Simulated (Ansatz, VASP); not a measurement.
# Ca2C: VASP beside Ansatz, part 2 of 2

One calculation is typed for both programs; each brings its own data sets. How far apart do they land? The cell is generated by rule, not measured, and may not be a known phase. The cell is taken from a series of runs on this material, whose earlier steps may have relaxed, scaled, displaced or heated it; both programs get it as it stands.

VASP 6.6.1 and Ansatz 0.2.0.

So far: Starting point; Ansatz: relaxation of cell and atoms, PBEsol, pair 1; VASP: relaxation of cell and atoms, PBEsol, pair 1; Differences.

**5. Ansatz: relaxation of cell and atoms, PBEsol, pair 2**

Level of this step: Ansatz beside VASP: Kohn-Sham DFT, plane waves, PBEsol (Ansatz).

The relaxed volume is the usual yardstick between codes: in a stiff, nearly cubic crystal its relative difference is about their pressure difference at one cell divided by the bulk modulus. This pair takes another cell of the material, with 6 atoms against 3 for the pair before.

The cell is taken from a series of runs on this material, whose earlier steps may have relaxed, scaled, displaced or heated it; both programs get it as it stands.

The input, input.yaml:

```yaml
crystal:
  lattice:
    - [4.3863668246, 0.0, 0.0]
    - [0.0, 4.3863668246, 0.0]
    - [0.0, 0.0, 6.4304253635]
  atoms:
    - { symbol: C, position: [0.5, 0.5, 0.5] }
    - { symbol: C, position: [0.0, 0.0, 0.0] }
    - { symbol: Ca, position: [0.0, 0.5, 0.8111743923] }
    - { symbol: Ca, position: [0.5, 0.0, 0.1888256077] }
    - { symbol: Ca, position: [0.0, 0.5, 0.3111743923] }
    - { symbol: Ca, position: [0.5, 0.0, 0.6888256077] }
kpoints:
  mp_grid: { grid: [8, 8, 6] }
hamiltonian:
  xc: pbesol
scf:
  occupations: { method: gaussian, width: 0.01 }
output:
  forces: true
  stress: true
  eigenvalues: true
relax:
  adjacent_minimum: "off"
  f_tol: 0.001
  max_steps: 60
  cell: { stress_tol: 0.01 }
```

Launch:

```sh
$ ansatz run input.yaml --threads 4 --pin off --max-ram 7168MiB --backend cpu --events-out ev --progress --plain --runs-dir out
```

Numbers of over 12 decimals in the logs are rounded to 6 here.

What it wrote:

```text
[...]
Crystal: 6 atoms, lattice volume = 123.723 Å³
Basis set: ecut = 420 eV, 2413 PW (Γ), exchange–correlation on 60×60×90 points (8 copies of the dense FFT grid, shifted against one another)
Bands: 30, of which v1, the nominal top of the filled ones, is band 24 counted from 1 (23 counted from 0)
Symmetry: 16 space group operations
[...]
k-points: 60 of 384
[...]
cell:  # Å, volume = 123.7228 Å³
    - [4.3863668246, 0.0, 0.0]
    - [0.0, 4.3863668246, 0.0]
    - [0.0, 0.0, 6.4304253635]
  atoms:
    - { symbol: C, position: [0.5, 0.5, 0.5] }
    - { symbol: C, position: [0.0, 0.0, 0.0] }
    - { symbol: Ca, position: [0.0, 0.5, 0.8111743923] }
    - { symbol: Ca, position: [0.5, 0.0, 0.1888256077] }
    - { symbol: Ca, position: [0.0, 0.5, 0.3111743923] }
    - { symbol: Ca, position: [0.5, 0.0, 0.6888256077] }
[key lines of the parts left out:]
SCF converged after 6 iterations
Free energy (F): -7666.566189 eV
Fermi energy:    7.552157 eV
P = ⅓ Tr σ = 0.0004 GPa (0.004 kbar)
```

**6. VASP: relaxation of cell and atoms, PBEsol, pair 2**

The same cell, functional, mesh and smearing now go to VASP, with its own data sets.

The input, INCAR:

```
SYSTEM = Ca2C
PREC = Accurate
ENCUT = 600
EDIFF = 1E-07
NELM = 120
ISMEAR = 0
SIGMA = 0.01
LREAL = .FALSE.
ALGO = Normal
GGA = PS
NBANDS = 30
LORBIT = 11
LWAVE = .FALSE.
LCHARG = .FALSE.
ISIF = 3
IBRION = 2
NSW = 80
EDIFFG = -0.005
LASPH = .TRUE.
GGA_COMPAT = .FALSE.
NELMIN = 4
EFERMI = MIDGAP
KPAR = 2
```

The input, POSCAR:

```
Ca2C
1.0
    4.3863670000      0.0000000000      0.0000000000
    0.0000000000      4.3863670000      0.0000000000
    0.0000000000      0.0000000000      6.4304250000
C Ca
2 4
Direct
    0.4999998860      0.4999998860      0.5000000778
    0.0000000000      0.0000000000      0.0000000000
    0.0000000000      0.4999998860      0.8111743781
    0.4999998860      0.0000000000      0.1888256219
    0.0000000000      0.4999998860      0.3111744558
    0.4999998860      0.0000000000      0.6888256997
```

The input, KPOINTS:

```
Automatic mesh
0
Gamma
8 8 6
0 0 0
```

The projector-augmented-wave data sets are C and Ca_sv (PBE family, release 64).

Launch:

```sh
$ mpirun -np 2 vasp_std
```

What it wrote:

```text
[banner, memory and clock lines left out]
running    2 mpi-ranks, on    1 nodes
[...]
[... a notice as in an earlier step ...]

 LDA part: xc-table for (Slater+PW92), standard interpolation
 POSCAR, INCAR and KPOINTS ok, starting setup
[...]
entering main loop
       N       E                     dE             d eps       ncg     rms          rms(c)
DAV:   1     0.508820070407E+03    0.50882E+03   -0.25856E+04  3600   0.173E+03
DAV:   2     0.153170591224E+02   -0.49350E+03   -0.48378E+03  3660   0.480E+02
DAV:   3    -0.283503270195E+02   -0.43667E+02   -0.41465E+02  5840   0.104E+02
DAV:   4    -0.313145291458E+02   -0.29642E+01   -0.29531E+01  5388   0.258E+01
[...]
DAV:  12    -0.260575160932E+02    0.28670E-04   -0.19139E-04  4686   0.808E-02    0.107E-02
DAV:  13    -0.260575174529E+02   -0.13596E-05   -0.11662E-05  5674   0.193E-02    0.198E-03
DAV:  14    -0.260575175190E+02   -0.66138E-07   -0.89017E-07  4550   0.636E-03
   1 F= -.26057518E+02 E0= -.26057518E+02  d E =-.260575E+02
[...]
N       E                     dE             d eps       ncg     rms          rms(c)
DAV:   1    -0.260615405784E+02   -0.40231E-02   -0.13400E-01  3882   0.311E+00    0.346E-01
DAV:   2    -0.260590722078E+02    0.24684E-02   -0.13500E-02  4996   0.776E-01    0.246E-01
DAV:   3    -0.260577975994E+02    0.12746E-02   -0.85964E-03  5916   0.631E-01    0.804E-02
DAV:   4    -0.260577751214E+02    0.22478E-04   -0.95682E-04  4672   0.206E-01    0.355E-02
[...]
DAV:   8    -0.260578235287E+02    0.26397E-06   -0.26025E-06  4146   0.650E-03    0.511E-04
DAV:   9    -0.260578232524E+02    0.27627E-06   -0.54850E-08  2588   0.182E-03    0.649E-04
DAV:  10    -0.260578233109E+02   -0.58475E-07   -0.37585E-08  2346   0.101E-03
   2 F= -.26057823E+02 E0= -.26057823E+02  d E =-.305792E-03
 trial-energy change:   -0.000306  1 .order   -0.000312   -0.000671    0.000047
 step:   0.9314(harm=  0.9347)  dis= 0.00043  next Energy=   -26.057825 (dE=-0.307E-03)
 reached required accuracy - stopping structural energy minimisation
```

From OUTCAR (step 6):

```text
  Total       -0.0128239     -0.0128239     -0.0116791      0.0000000      0.0000000      0.0000000
  in kB       -0.1654095     -0.1654095     -0.1506441      0.0000000      0.0000000      0.0000000
  external PRESSURE =      -0.1604877 kB  Pullay stress =       0.0000000 kB

 POSITION                                       TOTAL-FORCE (eV/Angst)
 -----------------------------------------------------------------------------------
      2.19620      2.19620      3.21911         0.000000      0.000000     -0.000000
      4.39240      0.00000      6.43822        -0.000000      0.000000     -0.000000
     -0.00000      2.19620      5.22205        -0.000000      0.000000     -0.001390
      2.19620      0.00000      1.21617        -0.000000      0.000000      0.001390
      4.39240      2.19620      2.00294         0.000000      0.000000     -0.001390
      2.19620      0.00000      4.43528        -0.000000      0.000000      0.001390
 -----------------------------------------------------------------------------------
    total drift:                                0.000980      0.000980     -0.000987

  FREE ENERGIE OF THE ION-ELECTRON SYSTEM (eV)
  ---------------------------------------------------
  free  energy   TOTEN  =       -26.0578233109 eV

  energy  without entropy=      -26.0578233109  energy(sigma->0) =      -26.05782331

[... 1 part as in an earlier step ...]

[... 3 further parts left out ...]
[key lines of the parts left out:]
E-fermi :   3.1404
```

The run keeps the 16 symmetry operations of its start, so it cannot find a distortion of lower symmetry.

**7. Side by side**

The two programs side by side:

```tsv
quantity	Ansatz	VASP	difference
volume (Å³)	123.72	124.21	-0.40 %
edge a after relaxation, in the typed setting (Å)	4.386	4.392	-0.14 %
edge c after relaxation, in the typed setting (Å)	6.430	6.438	-0.12 %
```

**8. VASP: relaxation of cell and atoms, PBEsol, pair 3**

The relaxed volume is the usual yardstick between codes: in a stiff, nearly cubic crystal its relative difference is about their pressure difference at one cell divided by the bulk modulus. This pair takes another cell of the material, with 12 atoms against 6 for the pair before.

INCAR, as its differences from that of step 6:

```diff
@@ -10,3 +10,3 @@
 GGA = PS
-NBANDS = 30
+NBANDS = 60
 LORBIT = 11
```

The input, POSCAR:

```
Ca2C
1.0
    0.0000000000      0.0000000000     -6.2051760000
    6.2051760000      0.0000000000      0.0000000000
    3.1025880000     -6.2051760000     -3.1025880000
C Ca
4 8
Direct
    0.7500000000      0.2500000000      0.5000000000
    0.2500000000      0.7500000000      0.5000000000
    0.5000000000      0.5000000000      0.0000000000
    0.0000000000      0.0000000000      0.0000000000
    0.6250000000      0.6121075373      0.2500000000
    0.1250000000      0.1378924627      0.2500000000
    0.3878924627      0.8750000000      0.7500000000
    0.8621075373      0.3750000000      0.7500000000
    0.3621075373      0.3750000000      0.7500000000
    0.8878924627      0.8750000000      0.7500000000
    0.1250000000      0.6378924627      0.2500000000
    0.6250000000      0.1121075373      0.2500000000
```

The input, KPOINTS:

```
Automatic mesh
0
Gamma
6 6 6
0 0 0
```

Launch:

```sh
$ mpirun -np 2 vasp_std
```

What it wrote:

```text
[banner, memory and clock lines left out]
running    2 mpi-ranks, on    1 nodes
[...]
[... a notice as in an earlier step ...]

 LDA part: xc-table for (Slater+PW92), standard interpolation
 POSCAR, INCAR and KPOINTS ok, starting setup
[...]
entering main loop
       N       E                     dE             d eps       ncg     rms          rms(c)
DAV:   1     0.110451875126E+04    0.11045E+04   -0.50810E+04  3600   0.175E+03
DAV:   2     0.450042106463E+02   -0.10595E+04   -0.10371E+04  3616   0.508E+02
DAV:   3    -0.532545813416E+02   -0.98259E+02   -0.93395E+02  5392   0.114E+02
DAV:   4    -0.613819461855E+02   -0.81274E+01   -0.80875E+01  5656   0.302E+01
[...]
DAV:  15    -0.519673242725E+02   -0.22793E-06   -0.92340E-07  3708   0.278E-03    0.440E-04
DAV:  16    -0.519673241500E+02    0.12254E-06   -0.41067E-08  2452   0.972E-04    0.130E-04
DAV:  17    -0.519673241680E+02   -0.18001E-07   -0.17500E-08  2352   0.665E-04
   1 F= -.51967324E+02 E0= -.51967324E+02  d E =-.519673E+02
[...]
N       E                     dE             d eps       ncg     rms          rms(c)
DAV:   1    -0.519855127109E+02   -0.18189E-01   -0.53094E-01  4500   0.427E+00    0.783E-01
DAV:   2    -0.519722123308E+02    0.13300E-01   -0.44705E-02  4384   0.108E+00    0.462E-01
DAV:   3    -0.519683980285E+02    0.38143E-02   -0.39310E-02  4880   0.883E-01    0.190E-01
DAV:   4    -0.519682739926E+02    0.12404E-03   -0.42581E-03  4480   0.310E-01    0.980E-02
[...]
DAV:  10    -0.519685437195E+02   -0.23466E-05   -0.45667E-07  3484   0.421E-03    0.236E-03
DAV:  11    -0.519685444942E+02   -0.77464E-06   -0.11302E-07  2040   0.216E-03    0.558E-04
DAV:  12    -0.519685444838E+02    0.10383E-07   -0.59396E-08  2012   0.113E-03
   2 F= -.51968544E+02 E0= -.51968544E+02  d E =-.122032E-02
 trial-energy change:   -0.001220  1 .order   -0.001209   -0.002500    0.000082
 step:   0.9690(harm=  0.9682)  dis= 0.00003  next Energy=   -51.968546 (dE=-0.122E-02)
 reached required accuracy - stopping structural energy minimisation
```

OUTCAR, selected parts (step 8):

```text
  Total       -0.0122442     -0.0207496     -0.0122442      0.0000000      0.0000000      0.0000000
  in kB       -0.0816578     -0.1383811     -0.0816578      0.0000000      0.0000000      0.0000000
  external PRESSURE =      -0.1005656 kB  Pullay stress =       0.0000000 kB

 POSITION                                       TOTAL-FORCE (eV/Angst)
 -----------------------------------------------------------------------------------
      3.10843     -3.10792     -6.21687        -0.000000      0.000000     -0.000000
      6.21687     -3.10792     -3.10843        -0.000000      0.000000     -0.000000
      3.10843      0.00000     -3.10843        -0.000000      0.000000     -0.000000
      6.21687      0.00000     -0.00000        -0.000000      0.000000      0.000000
      4.58253     -1.55396     -4.66265        -0.001553      0.000000     -0.000000
      1.63434     -1.55396     -1.55422         0.001553     -0.000000      0.000000
      7.77108     -4.66188     -4.74278        -0.000000      0.000000     -0.001553
      4.66265     -4.66188     -7.69096         0.000000     -0.000000      0.001553
      4.66265     -4.66188     -4.58253        -0.000000     -0.000000      0.001553
      7.77108     -4.66188     -7.85121         0.000000      0.000000     -0.001553
      4.74278     -1.55396     -1.55422         0.001553      0.000000      0.000000
      1.47409     -1.55396     -4.66265        -0.001553      0.000000      0.000000
 -----------------------------------------------------------------------------------
    total drift:                               -0.000000     -0.000000     -0.000000

  FREE ENERGIE OF THE ION-ELECTRON SYSTEM (eV)
  ---------------------------------------------------
  free  energy   TOTEN  =       -51.9685444838 eV

  energy  without entropy=      -51.9685444838  energy(sigma->0) =      -51.96854448

[... 1 part as in an earlier step ...]

[... 3 further parts left out ...]
[key lines of the parts left out:]
E-fermi :   3.3359
```

**9. Ansatz: relaxation of cell and atoms, PBEsol, pair 3**

The same cell, functional, mesh and smearing now go to Ansatz, which takes its cutoff from its data sets.

The cell is taken from a series of runs on this material, whose earlier steps may have relaxed, scaled, displaced or heated it; both programs get it as it stands.

The input, input.yaml:

```yaml
crystal:
  lattice:
    - [0.0, 0.0, -6.2051758518]
    - [6.2051758518, 0.0, 0.0]
    - [3.1025879259, -6.2051758518, -3.1025879259]
  atoms:
    - { symbol: C, position: [0.75, 0.25, 0.5] }
    - { symbol: C, position: [0.25, 0.75, 0.5] }
    - { symbol: C, position: [0.5, 0.5, 0.0] }
    - { symbol: C, position: [0.0, 0.0, 0.0] }
    - { symbol: Ca, position: [0.625, 0.612107537, 0.25] }
    - { symbol: Ca, position: [0.125, 0.137892463, 0.25] }
    - { symbol: Ca, position: [0.387892463, 0.875, 0.75] }
    - { symbol: Ca, position: [0.862107537, 0.375, 0.75] }
    - { symbol: Ca, position: [0.362107537, 0.375, 0.75] }
    - { symbol: Ca, position: [0.887892463, 0.875, 0.75] }
    - { symbol: Ca, position: [0.125, 0.637892463, 0.25] }
    - { symbol: Ca, position: [0.625, 0.112107537, 0.25] }
kpoints:
  mp_grid: { grid: [6, 6, 6] }
hamiltonian:
  xc: pbesol
scf:
  occupations: { method: gaussian, width: 0.01 }
output:
  forces: true
  stress: true
  eigenvalues: true
relax:
  adjacent_minimum: "off"
  f_tol: 0.002
  max_steps: 120
  cell: { stress_tol: 0.03 }
```

Launch:

```sh
$ ansatz run input.yaml --threads 4 --pin off --max-ram 7168MiB --backend cpu --events-out ev --progress --plain --runs-dir out
```

What it wrote:

```text
[...]
Crystal: 12 atoms, lattice volume = 238.925 Å³
Basis set: ecut = 420 eV, 4725 PW (Γ), exchange–correlation on 90×90×108 points (8 copies of the dense FFT grid, shifted against one another)
Bands: 60, of which v1, the nominal top of the filled ones, is band 48 counted from 1 (47 counted from 0)
Symmetry: 16 space group operations
[...]
k-points: 30 of 216
[...]
- { symbol: Ca, position: [0.625, 0.611904, 0.250000] }
    - { symbol: Ca, position: [0.125000, 0.138096, 0.250000] }
    - { symbol: Ca, position: [0.388096, 0.875000, 0.750000] }
    - { symbol: Ca, position: [0.861904, 0.375000, 0.750000] }
    - { symbol: Ca, position: [0.361904, 0.375000, 0.750000] }
    - { symbol: Ca, position: [0.888096, 0.875000, 0.750000] }
    - { symbol: Ca, position: [0.125000, 0.638096, 0.250000] }
    - { symbol: Ca, position: [0.625, 0.111904, 0.250000] }
[key lines of the parts left out:]
SCF converged after 4 iterations
Free energy (F): -15332.984770 eV
Fermi energy:    7.897298 eV
P = ⅓ Tr σ = -0.0069 GPa (-0.069 kbar)
```

**10. Comparison**

Both answers:

```tsv
quantity	Ansatz	VASP	difference
volume (Å³)	239.31	240.24	-0.39 %
edge a after relaxation, in the typed setting (Å)	6.209	6.217	-0.13 %
edge c after relaxation, in the typed setting (Å)	7.604	7.613	-0.13 %
```

**11. Outcome**

```json
{
 "difference in volume (relaxation of cell and atoms, PBEsol, pair 1)": "-0.41 %",
 "difference in volume (relaxation of cell and atoms, PBEsol, pair 2)": "-0.40 %",
 "difference in volume (relaxation of cell and atoms, PBEsol, pair 3)": "-0.39 %"
}
```

In words: The difference in volume is -0.41 % (relaxation of cell and atoms, PBEsol, pair 1), within the 1.2 % picked in this series as the mark of a large difference, as far as the stopping tolerances let one tell. 4 further runs of this series are not shown here. How closely two codes agree says nothing of how well the functional describes the real material.

[Lines on the potential files, build, host, timing and source positions are cut from VASP's logs without a mark.]

[Logs are printed without paths, hosts, clocks, repeated set-up lines and the standing remarks that a program may print on its own settings, such as how far it seeks lower states.]

[Hosts, paths, dates, database ids (printed as entryN), source tags and the programs' standing remarks are cut or masked in the printed files.]
